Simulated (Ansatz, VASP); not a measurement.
## Cross-check of C (C, zinc blende or diamond type, a = 3.57 A) between VASP and Ansatz

Wanted: the spread between two codes on one cell, functional and k mesh. The cell is taken from a series of runs on this material, whose earlier steps may have relaxed, scaled, displaced or heated it; both programs get it as it stands.

Main program and level: Ansatz 0.2.0; plane waves, with VASP 6.6.1 beside it; single point at PBE.

## Step 1: Set-up

It takes space group Fd-3m (No. 227, cubic). The conventional cell has a = 3.570 Å, b = 3.570 Å, c = 3.570 Å, α = 90.00°, β = 90.00°, γ = 90.00°. C has 4 C at 1.55 Å nearest.

## Step 2: Ansatz: single point, PBE

Ansatz runs on its default PAW (the set named soft_2) files.

With cell and atoms fixed, the geometry can't cause a difference; cores, projectors, grids and the points listed under the comparison can.

input.yaml

```yaml
crystal:
  lattice:
    - [2.5243712088, 0.0, 0.0]
    - [0.0, 2.5243712088, 0.0]
    - [0.0, 0.0, 3.57]
  atoms:
    - { symbol: C, position: [0.0, 0.0, 0.0] }
    - { symbol: C, position: [0.5, 0.0, 0.25] }
    - { symbol: C, position: [0.5, 0.5, 0.5] }
    - { symbol: C, position: [0.0, 0.5, 0.75] }
kpoints:
  mp_grid: { grid: [10, 10, 8] }
hamiltonian:
  xc: pbe
scf:
  occupations: { method: fixed }
  convergence: { dr2_threshold: 1.0e-09 }
output:
  transmission:
    leads: [[0, 0]]
    kpoints: [[0, 0], [0.5, 0], [0.5, 0.5], [0.25, 0]]
    e_range: [-1.92, 4.48]
    de: 0.16
```

Run with:

```sh
ansatz run input.yaml --threads 2 --pin off --max-ram 4096MiB --backend cpu --events-out ev --progress --plain --runs-dir out
```

Numbers of over 12 decimals in the logs are rounded to 6 here.

Output:

```text
Engine: ansatz 0.2.0, aarch64-unknown-linux-gnu
Pseudopotentials: kind: paw
Pseudopotential: C, paw, valence charge 4, recommended cutoff 420 eV (normal), C.paw.azcp
Functional definition: PBE
  parameter kappa = 0.804
  parameter beta = 0.066725
  exchange = pbe_x(kappa = kappa, mu = beta*pi^2/3)
  correlation = pbe_c(beta = beta)
Crystal: 4 atoms, lattice volume = 22.750 Å³
Basis set: ecut = 420 eV, 451 PW (Γ)
Bands: 12, of which v1, the nominal top of the filled ones, is band 8 counted from 1 (7 counted from 0)
Symmetry: 32 space group operations
Space group: Fd-3m (ITA 227), of the structure as read, at distance tolerance 2.8e-5 Å
k-points: 105 of 800
Non-local potential: C, projectors of the file, l = 0: 2, l = 1: 2, l = 2: 1
PAW form: soft (Blöchl's): semilocal exchange-correlation on the pseudo side does not see the compensation charge
PAW one-centre angular grid: C, 110 points (default); XC on 64 Gauss nodes
Initial density: superposition of atomic densities (neutral atoms: chi_scale 0, normalization atom), corrected by the library's trained network
Initial wavefunctions: pseudopotential atomic-orbital guess
Functional: x = pbe(κ = 0.804, μ = 0.219515), c = pbe(β = 0.066725)
SCF iter   1: F=—  HF=-1003.231323 eV  |F-HF|=—  |Δ(HF+E_count)|=         —  Δρ=1.81e-3  dr2=2.23e-4  ethr=1.77e-3  ⟨swp⟩=4.3  Hψ=6419  notcnv=0  defer=159
preconditioner: auto → none  [insulator: Δε(μ)=4.143 eV  Ē_g=17.121 eV  n_scr=6 (ndim 8)  ℏωp=31.1 eV  f_vac=0.000  ε∞_Penn≈4.3]
SCF iter   2: F=—  HF=-1003.231373 eV  |F-HF|=—  |Δ(HF+E_count)|=   5.01e-5  Δρ=8.71e-4  dr2=4.26e-5  ethr=1.39e-6  ⟨swp⟩=2.3  Hψ=3098  notcnv=0  defer=195
SCF iter   3: F=—  HF=-1003.231476 eV  |F-HF|=—  |Δ(HF+E_count)|=   1.04e-4  Δρ=8.92e-5  dr2=7.43e-7  ethr=2.67e-7  ⟨swp⟩=2.1  Hψ=2259  notcnv=0  defer=141
SCF iter   4: F=—  HF=-1003.231479 eV  |F-HF|=—  |Δ(HF+E_count)|=   2.34e-6  Δρ=3.02e-5  dr2=1.43e-7  ethr=4.64e-9  ⟨swp⟩=2.0  Hψ=2100  notcnv=0  defer=8
SCF iter   5: F=—  HF=-1003.231479 eV  |F-HF|=—  |Δ(HF+E_count)|=   4.89e-8  Δρ=6.83e-6  dr2=7.00e-9  ethr=8.97e-10  ⟨swp⟩=2.0  Hψ=2100  notcnv=0  defer=8
SCF iter   6: F=-1003.231479 eV  HF=-1003.231479 eV  |F-HF|=2.26e-11  |Δ(HF+E_count)|=   2.39e-9  Δρ=5.90e-7  dr2=4.96e-11  ethr=6.25e-12  ⟨swp⟩=4.3  Hψ=4388  notcnv=0
SCF 1 converged in 6 iterations: F = -1003.231479 eV  dr2 = 4.96e-11
  greatest PAW one-centre occupation: 0.643 electrons in one spin orbital (limit 2), on the C atom at site 3 (counted from 0), in its partial waves of l = 0
transmission: 5 of 20 steps passed
transmission: 10 of 20 steps passed
transmission: 15 of 20 steps passed
transmission: 20 of 20 steps passed
SCF converged after 6 iterations
Free energy (F): -1003.231479 eV
Harris-Foulkes:  -1003.231479 eV  (|F-HF|=2.26e-11)
Internal energy: -1003.231479 eV  (E = F + TS)
E sigma→0 (E₀):  -1003.231479 eV
Fermi energy:    13.267205 eV
--- Per-component energies (eV) ---
  E_band       = 68.892428
  E_kinetic    = 368.693514
  E_local      = -245.200849  (includes V_loc(G=0)·N_el)
  E_nonlocal   = 106.568095
  E_hartree    = 53.613826
  E_xc         = -194.764381
  E_vxc        = -241.784891  (∫ρ·V_xc dr)
  E_paw        = -396.854484  (= ΣΔE_a)
  E_vpaw       = -26.611040  (= ΣTr[D̂ρ^β])
  E_aug_tail   = 0.000036  (compensation charges beyond the density's cutoff)
  E_ewald      = -695.287235
  E_smearing   = -0.000000  (= −TS)
  E_closure    = -0.000000  (closes the sum)
  Σ components = -1003.231479   (vs F -1003.231479, Δ=0.00e0)
--- Band table (eV; the first three rows and the last of 105) ---
  k-point 0: bands = [... 4 lower, 6.9769, 13.2672, 13.2672, 13.2672, 18.0283, 18.0283, 18.8535, 18.8535]
  k-point 1: bands = [... 4 lower, 7.1175, 12.7138, 12.7138, 12.9137, 17.5724, 18.7415, 18.8192, 19.5291]
  k-point 2: bands = [... 4 lower, 7.5363, 11.5447, 11.5447, 11.9388, 17.4012, 18.4444, 19.9922, 21.0607]
  k-point 104: bands = [... 4 lower, 4.9635, 4.9635, 4.9635, 4.9635, 23.8778, 23.8778, 23.8778, 23.8778]
--- Transmission ---
  basis      : 57 plane waves across, 5 finite elements along
  points     : 4, as listed
  energies   : 41 from -1.920000 to 4.480000 eV about the Fermi level, 0.160000 eV apart; the leads are filled to 2.067012 eV, and channels, transmission and decay are at 2.080000 eV
  crystal 0  : C4, at the sites [0, 0], period 3.5700 Å: whole cells are its period
    offset         : up to 0.0000 Å between an atom of the period and one for which it stands
    channels       : 0.000000e0 a spin
    conductance    : none, the energies end too early or step too widely for 300 K: set another output.transmission.e_range or a lower de, or, where they end at an eighth of basis.ecutwfc, a higher one
    slowest decay  : 0.3044 /Å at (0.0000, 0.0000)
```

## Step 3: VASP: single point, PBE

The same cell, functional and mesh now go to VASP, with its own data sets.

Lines of VASP's logs that name or quote its potential files are left out, and so is its time.

INCAR

```
SYSTEM = C
PREC = Accurate
ENCUT = 520
EDIFF = 1E-06
NELM = 120
ISMEAR = 0
SIGMA = 0.01
LREAL = .FALSE.
ALGO = Normal
GGA = PE
NBANDS = 14
LORBIT = 11
LWAVE = .FALSE.
LCHARG = .FALSE.
ISIF = 2
LASPH = .TRUE.
GGA_COMPAT = .FALSE.
EFERMI = MIDGAP
```

POSCAR

```
C
1.0
    2.5243712088      0.0000000000      0.0000000000
    0.0000000000      2.5243712088      0.0000000000
    0.0000000000      0.0000000000      3.5700000000
C
4
Direct
    0.0000000000      0.0000000000      0.0000000000
    0.5000000000      0.0000000000      0.2500000000
    0.5000000000      0.5000000000      0.5000000000
    0.0000000000      0.5000000000      0.7500000000
```

KPOINTS

```
Automatic mesh
0
Gamma
10 10 8
0 0 0
```

PAW data sets: C (PBE family, release 64).

Run with:

```sh
mpirun -np 1 vasp_std
```

Output:

```text
[banner, memory and clock lines left out]
running    1 mpi-ranks, on    1 nodes
 distrk:  each k-point on    1 cores,    1 groups
 distr:  one band on    1 cores,    1 groups

 POSCAR found type information on POSCAR C
 POSCAR found :  1 types and       4 ions
 LDA part: xc-table for (Slater+PW92), standard interpolation
 POSCAR, INCAR and KPOINTS ok, starting setup
 FFT: planning ... GRIDC
 FFT: planning ... GRID_SOFT
 FFT: planning ... GRID
 WAVECAR not read
 entering main loop
       N       E                     dE             d eps       ncg     rms          rms(c)
DAV:   1     0.227913798020E+02    0.22791E+02   -0.85581E+03  2940   0.113E+03
DAV:   2    -0.355314660881E+02   -0.58323E+02   -0.53685E+02  4130   0.192E+02
DAV:   3    -0.376250208643E+02   -0.20936E+01   -0.20838E+01  3840   0.326E+01
DAV:   4    -0.376382169658E+02   -0.13196E-01   -0.13193E-01  3456   0.304E+00
DAV:   5    -0.376383803769E+02   -0.16341E-03   -0.16339E-03  3894   0.296E-01    0.783E+00
DAV:   6    -0.366879662155E+02    0.95041E+00   -0.60612E-01  3174   0.551E+00    0.468E+00
DAV:   7    -0.363681958282E+02    0.31977E+00   -0.69664E-01  3510   0.611E+00    0.105E+00
DAV:   8    -0.363711760109E+02   -0.29802E-02   -0.12689E-02  3648   0.836E-01    0.582E-02
DAV:   9    -0.363712461274E+02   -0.70117E-04   -0.17285E-04  3720   0.110E-01    0.268E-02
DAV:  10    -0.363712820743E+02   -0.35947E-04   -0.31815E-05  3498   0.533E-02    0.410E-03
DAV:  11    -0.363712819523E+02    0.12202E-06   -0.20247E-07  2748   0.404E-03
   1 F= -.36371282E+02 E0= -.36371282E+02  d E =0.000000E+00
```

From OUTCAR (step 3):

```text
ion  position               nearest neighbor table
   1  0.000  0.000  0.000-   2 1.55   4 1.55   4 1.55   2 1.55
   2  0.500  0.000  0.250-   1 1.55   3 1.55   3 1.55   1 1.55
   3  0.500  0.500  0.500-   2 1.55   4 1.55   2 1.55   4 1.55
   4  0.000  0.500  0.750-   1 1.55   3 1.55   1 1.55   3 1.55

  LATTYP: Found a simple tetragonal cell.
 ALAT       =     2.5243712088
 C/A-ratio  =     1.4142135624

 Subroutine GETGRP returns: Found 16 space group operations
 (whereof  8 operations were pure point group operations)

The static configuration has the point symmetry D_2d.
 The point group associated with its full space group is D_4h.

 Found    105 irreducible k-points:

   k-points           NKPTS =    105   k-points in BZ     NKDIM =    105   number of bands    NBANDS=     14

   dimension x,y,z NGX =    20 NGY =   20 NGZ =   28
   dimension x,y,z NGXF=    40 NGYF=   40 NGZF=   56

   ENCUT  =  520.0 eV  38.22 Ry    6.18 a.u.   4.69  4.69  6.64*2*pi/ulx,y,z

   NELECT =      16.0000    total number of electrons

 k-points in reciprocal lattice and weights: Automatic mesh
   0.00000000  0.00000000  0.00000000       0.001
   0.10000000  0.00000000  0.00000000       0.005
   0.20000000  0.00000000  0.00000000       0.005
   0.30000000  0.00000000  0.00000000       0.005
   0.40000000  0.00000000  0.00000000       0.005
   0.50000000  0.00000000  0.00000000       0.003
   0.10000000  0.10000000  0.00000000       0.005
   0.20000000  0.10000000  0.00000000       0.010
   0.30000000  0.10000000  0.00000000       0.010
[...]
0.50000000  0.40000000  0.50000000       0.005
   0.50000000  0.50000000  0.50000000       0.001

 average (electrostatic) potential at core
       1 -45.4218       2 -45.4218       3 -45.4218       4 -45.4218

 E-fermi :  11.7536

 k-point     1 :       0.0000    0.0000    0.0000
  band No.  band energies     occupation
    ...
      4       3.4091      2.00000
      5       3.4091      2.00000
      6       9.6903      2.00000
      7       9.6903      2.00000
      8       9.6903      2.00000
      9      14.4432      0.00000
     10      14.4432      0.00000
     11      15.2728      0.00000
     12      15.2728      0.00000
     13      15.2728      0.00000
    ...

 k-point     2 :       0.1000    0.0000    0.0000
  band No.  band energies     occupation
    ...
      4       2.5434      2.00000
      5       3.5627      2.00000
      6       8.7162      2.00000
      7       8.9720      2.00000
      8       9.5762      2.00000
      9      14.5929      0.00000
     10      15.4597      0.00000
     11      15.7139      0.00000
     12      15.8231      0.00000
     13      16.0503      0.00000
    ...

 k-point     3 :       0.2000    0.0000    0.0000
  band No.  band energies     occupation
    ...
      4       0.9420      2.00000
      5       4.0134      2.00000
      6       6.7632      2.00000
      7       7.3680      2.00000
      8       9.2163      2.00000
      9      15.0355      0.00000
     10      16.0158      0.00000
     11      17.0276      0.00000
     12      17.3395      0.00000
     13      18.6720      0.00000
    ...

  Total        0.1775108      0.1775108      0.1769899      0.0000000     -0.0000000      0.0000000
  in kB       12.5014588     12.5014588     12.4647756      0.0000000     -0.0000000      0.0000000
  external PRESSURE =      12.4892310 kB  Pullay stress =       0.0000000 kB

  energy-cutoff  :      520.00
  volume of cell :       22.75
      direct lattice vectors                 reciprocal lattice vectors
     2.524371209  0.000000000  0.000000000     0.396138253  0.000000000  0.000000000
     0.000000000  2.524371209  0.000000000     0.000000000  0.396138253  0.000000000
     0.000000000  0.000000000  3.570000000     0.000000000  0.000000000  0.280112045

 POSITION                                       TOTAL-FORCE (eV/Angst)
 -----------------------------------------------------------------------------------
      0.00000      0.00000      0.00000         0.000000      0.000000      0.000000
      1.26219      0.00000      0.89250        -0.000000     -0.000000     -0.000000
      1.26219      1.26219      1.78500         0.000000      0.000000     -0.000000
      0.00000      1.26219      2.67750        -0.000000     -0.000000     -0.000000
 -----------------------------------------------------------------------------------
    total drift:                                0.000000      0.000000      0.000000

  FREE ENERGIE OF THE ION-ELECTRON SYSTEM (eV)
  ---------------------------------------------------
  free  energy   TOTEN  =       -36.3712819523 eV

  energy  without entropy=      -36.3712819523  energy(sigma->0) =      -36.37128195

 total charge
# of ion       s       p       d       tot
------------------------------------------
    1        0.829   1.745   0.000   2.574
    2        0.829   1.745   0.000   2.574
    3        0.829   1.745   0.000   2.574
    4        0.829   1.745   0.000   2.574
--------------------------------------------------
tot          3.315   6.980   0.000  10.295

[... 3 further parts left out ...]
```

The run ends at a pressure of 1.25 GPa.

## Step 4: Differences

Known differences besides the potentials themselves: fixed occupations in Ansatz, narrow Gaussian smearing in VASP; the cutoff is 420 eV in Ansatz and 520 eV in VASP. Total energies have different zeros and are not compared.

The two programs side by side:

```tsv
quantity	Ansatz	VASP	difference
gap on the k mesh (eV)	4.134	4.127	+0.007
```

A gap on the mesh is an upper bound, since the band edges may lie between its points.

## Step 5: Summary of results

```json
{
 "difference in gap on the k mesh (single point, PBE)": "0.0074 eV"
}
```

The difference in gap on the k mesh is 0.0074 eV (single point, PBE), within the 0.08 eV picked in this series as the mark of a large difference. How closely two codes agree says nothing of how well the functional describes the real material.

[Lines on the potential files, build, host, timing and source positions are cut from VASP's logs without a mark.]

[Logs are printed without paths, hosts, clocks, repeated set-up lines and the standing remarks that a program may print on its own settings, such as how far it seeks lower states.]

[Hosts, paths, dates, database ids (printed as entryN), source tags and the programs' standing remarks are cut or masked in the printed files.]
